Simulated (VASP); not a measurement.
Computed with LDA (Ceperley-Alder, Perdew-Zunger), VASP's LDA PAW potentials (set 64) (plane waves; VASP).

A VASP calculation is set up with these files.

INCAR:
```
ISIF  =  3   # ions, shape and volume
LASPH  =  .True.
LCHARG  =  .False.
IBRION  =  2   # conjugate gradients
ISMEAR  =  0
LMAXMIX  =  4   # l cut-off of mixed one-centre charges
ENCUT  =  500
SYSTEM  =  CdSe
PREC  =  Accurate
SIGMA  =  0.05   # width (eV)
NSW  =  40   # most ionic steps
LWAVE  =  .False.
EDIFF  =  1E-6   # SCF stop (eV)
NELM  =  100   # most electronic steps
ALGO  =  Normal
EDIFFG  =  -0.02   # ionic stop
LREAL  =  .False.   # projection in real space or not
```

POSCAR:
```
CdSe
1
    0.0000000000     3.0057119325     3.0057119325
    3.0057119325     0.0000000000     3.0057119325
    3.0057119325     3.0057119325     0.0000000000
Cd Se
1 1
Direct
  0.0000000000   0.0000000000   0.0000000000
  0.2500000000   0.2500000000   0.2500000000
```

KPOINTS:
```
kpoints
0
gamma
  8 8 8
0 0 0
```

POTCAR, in this order: Cd Se (LDA.64 set). Program: vasp_std.

The run wrote:

File OSZICAR:
```
       N       E                     dE             d eps       ncg     rms          rms(c)
DAV:   1     0.110083923431E+03    0.11008E+03   -0.87709E+03   770   0.121E+03
DAV:   2    -0.246687123231E+01   -0.11255E+03   -0.10800E+03   864   0.292E+02
DAV:   3    -0.710610451234E+01   -0.46392E+01   -0.46268E+01   889   0.627E+01
DAV:   4    -0.713260982599E+01   -0.26505E-01   -0.26502E-01   809   0.449E+00
DAV:   5    -0.713278087233E+01   -0.17105E-03   -0.17105E-03   889   0.325E-01    0.703E+00
DAV:   6    -0.679275643236E+01    0.34002E+00   -0.64210E-01  1062   0.115E+01    0.535E+00
DAV:   7    -0.676504566956E+01    0.27711E-01   -0.14016E-01   819   0.303E+00    0.222E+00
DAV:   8    -0.676203869337E+01    0.30070E-02   -0.15385E-02   789   0.190E+00    0.220E-01
DAV:   9    -0.676173294816E+01    0.30575E-03   -0.20437E-03   849   0.733E-01    0.524E-02
DAV:  10    -0.676170757723E+01    0.25371E-04   -0.18053E-04   829   0.220E-01    0.334E-02
DAV:  11    -0.676171226305E+01   -0.46858E-05   -0.20256E-05   779   0.469E-02    0.131E-02
DAV:  12    -0.676171175443E+01    0.50862E-06   -0.35215E-06   809   0.307E-02
   1 F= -.67617118E+01 E0= -.67617118E+01  d E =-.676171E+01
       N       E                     dE             d eps       ncg     rms          rms(c)
DAV:   1    -0.677769381814E+01   -0.15982E-01   -0.32265E-01   844   0.786E+00    0.946E-01
DAV:   2    -0.676360890524E+01    0.14085E-01   -0.36679E-02   824   0.313E+00    0.334E-01
DAV:   3    -0.676221846062E+01    0.13904E-02   -0.36600E-03   819   0.703E-01    0.288E-01
DAV:   4    -0.676203394301E+01    0.18452E-03   -0.25461E-04   769   0.157E-01    0.442E-02
DAV:   5    -0.676202182159E+01    0.12121E-04   -0.52817E-05   874   0.117E-01    0.135E-02
DAV:   6    -0.676202153624E+01    0.28535E-06   -0.81130E-06   774   0.403E-02
   2 F= -.67620215E+01 E0= -.67620215E+01  d E =-.309782E-03
       N       E                     dE             d eps       ncg     rms          rms(c)
DAV:   1    -0.676392836327E+01   -0.19065E-02   -0.36915E-02   844   0.264E+00    0.312E-01
DAV:   2    -0.676229659478E+01    0.16318E-02   -0.43155E-03   834   0.108E+00    0.108E-01
DAV:   3    -0.676214043485E+01    0.15616E-03   -0.42027E-04   809   0.234E-01    0.928E-02
DAV:   4    -0.676212051513E+01    0.19920E-04   -0.29613E-05   769   0.552E-02    0.136E-02
DAV:   5    -0.676211922675E+01    0.12884E-05   -0.56676E-06   724   0.389E-02    0.570E-03
DAV:   6    -0.676211921146E+01    0.15284E-07   -0.91192E-07   382   0.135E-02
   3 F= -.67621192E+01 E0= -.67621192E+01  d E =-.407457E-03
```

**OUTCAR**
```
------------------------ aborting loop because EDIFF is reached ----------------------------------------
  FORCE on cell =-STRESS in cart. coord.  units (eV):
  Direction    XX          YY          ZZ          XY          YZ          ZX
  --------------------------------------------------------------------------------------
  Total       -0.0009928     -0.0009928     -0.0009928      0.0000000     -0.0000000      0.0000000
  in kB       -0.0291048     -0.0291048     -0.0291048      0.0000000     -0.0000000      0.0000000
  external PRESSURE =      -0.0291048 kB  Pullay stress =       0.0000000 kB
  volume of cell :       54.65
      direct lattice vectors                 reciprocal lattice vectors
     0.000000000  3.012052357  3.012052357    -0.165999771  0.165999771  0.165999771
     3.012052357  0.000000000  3.012052357     0.165999771 -0.165999771  0.165999771
     3.012052357  3.012052357  0.000000000     0.165999771  0.165999771 -0.165999771
  FREE ENERGIE OF THE ION-ELECTRON SYSTEM (eV)
  ---------------------------------------------------
  free  energy   TOTEN  =        -6.7621192115 eV

  energy  without entropy=       -6.7621192115  energy(sigma->0) =       -6.76211921

 reached required accuracy - stopping structural energy minimisation
```
(Selected blocks of OUTCAR.)

**CONTCAR**
```
CdSe
   1.00000000000000
     0.0000000000000000    3.0120523567038169    3.0120523567038169
     3.0120523567038169    0.0000000000000000    3.0120523567038169
     3.0120523567038169    3.0120523567038169    0.0000000000000000
  Cd              Se
     1     1
Direct
     0.0000000000000000    0.0000000000000000    0.0000000000000000
     0.2500000000000000    0.2500000000000000    0.2500000000000000
```

### OUTCAR
```
 val. band max:        1.0527805810   @ k =   0.0000   0.0000   0.0000

 cond. band min:       1.4743907245   @ k =   0.0000   0.0000   0.0000


 Fermi energy:         1.2677219651

 k-point     1 :       0.0000    0.0000    0.0000
  band No.  band energies     occupation
      1     -11.7611      2.00000
      2      -7.0046      2.00000
      3      -7.0046      2.00000
      4      -7.0046      2.00000
      5      -6.5930      2.00000
      6      -6.5930      2.00000
      7       1.0528      2.00000
      8       1.0528      2.00000
      9       1.0528      2.00000
     10       1.4744      0.00000
     11       6.8479      0.00000
     12       6.8479      0.00000
     13       6.8479      0.00000

 k-point     2 :       0.1250    0.0000    0.0000
  band No.  band energies     occupation
      1     -11.7027      2.00000
      2      -6.9858      2.00000
      3      -6.9858      2.00000
      4      -6.9566      2.00000
      5      -6.5942      2.00000
      6      -6.5942      2.00000
      7      -0.2555      2.00000
      8       0.9167      2.00000
      9       0.9167      2.00000
     10       2.5427      0.00000
     11       6.6333      0.00000
     12       7.0611      0.00000
     13       7.0611      0.00000

 k-point     3 :       0.2500    0.0000    0.0000
  band No.  band energies     occupation
      1     -11.5598      2.00000
      2      -6.9447      2.00000
      3      -6.9447      2.00000
      4      -6.7876      2.00000
      5      -6.5912      2.00000
      6      -6.5912      2.00000
      7      -1.7693      2.00000
      8       0.6183      2.00000
      9       0.6183      2.00000
     10       3.2132      0.00000
     11       6.8913      0.00000
     12       7.3897      0.00000
     13       7.3897      0.00000

 k-point     4 :       0.3750    0.0000    0.0000
  band No.  band energies     occupation
      1     -11.4148      2.00000
      2      -6.9123      2.00000
      3      -6.9123      2.00000
...
```

The compound is CdSe in the zinc blende structure, whereas wurtzite is the usual form. This run relaxes it. Symmetry was kept, so distortions that lower it aren't found.
